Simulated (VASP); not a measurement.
Crystal: ZnGe2N2.

```
Zn Ge N
1.0
     3.74726    0.00000    0.00000
    -1.87363    3.24522    0.00000
     0.00000    0.00000    6.48588
Zn Ge N
1 2 2
Direct
  0.66667 0.33333 0.50000
  0.33333 0.66667 0.82748
  0.33333 0.66667 0.17252
  0.33333 0.66667 0.50000
  0.00000 0.00000 0.00000
```

The cell was built by a generator and needn't be a form met in nature.

* Program: VASP 6.6.1
* Task: relaxation of cell and atoms
* Functional: PBE
* Potentials or basis: VASP PAW PBE potentials, release 64 (Zn, Ge_d, N)
* Cutoff: 520 eV
* k mesh: 4 × 4 × 2
* Occupations: gaussian, width 0.15 eV
* Spin: no spin polarisation

At the start: pressure -2.7 GPa; volume 15.77 Å³/atom.

Question: How do energy, volume and symmetry change on relaxing?

Answer: Over 9 steps the energy falls by 331.3 meV/atom and the volume is 14.11 Å³/atom (-10.6 %); space group P-6m2 (No. 187, to 0.05 Å).

Step by step:
| step | energy change (eV) | largest force (eV/Å) | pressure (GPa) | volume (Å³) |
| --- | --- | --- | --- | --- |
| 1 | 0.0000 | 3.2234 | -2.74 | 78.87 |
| 2 | -1.3693 | 0.7159 | -5.13 | 75.34 |
| 3 | -1.4204 | 1.2035 | -5.86 | 74.50 |
| 4 | -1.6089 | 0.6016 | 3.90 | 68.03 |
| 5 | -1.6177 | 0.7623 | 2.42 | 69.21 |
| 6 | -1.6566 | 0.0690 | 1.33 | 70.41 |
| 7 | -1.6561 | 0.0239 | -0.44 | 70.60 |
| 8 | -1.6565 | 0.0374 | 0.76 | 70.51 |
| 9 | -1.6565 | 0.0007 | -0.26 | 70.54 |

Final structure:
```
Zn Ge N
1.0
     3.34086    0.00000    0.00000
    -1.67043    2.89327    0.00000
     0.00000    0.00000    7.29760
Zn Ge N
1 2 2
Cartesian
  1.6704 0.9644 3.6488
  0.0000 1.9288 5.9075
  0.0000 1.9288 1.3901
  0.0000 1.9288 3.6488
  0.0000 0.0000 0.0000
```

Caveat: the k mesh is coarse (spacing up to 0.48 Å⁻¹), so the values aren't converged.
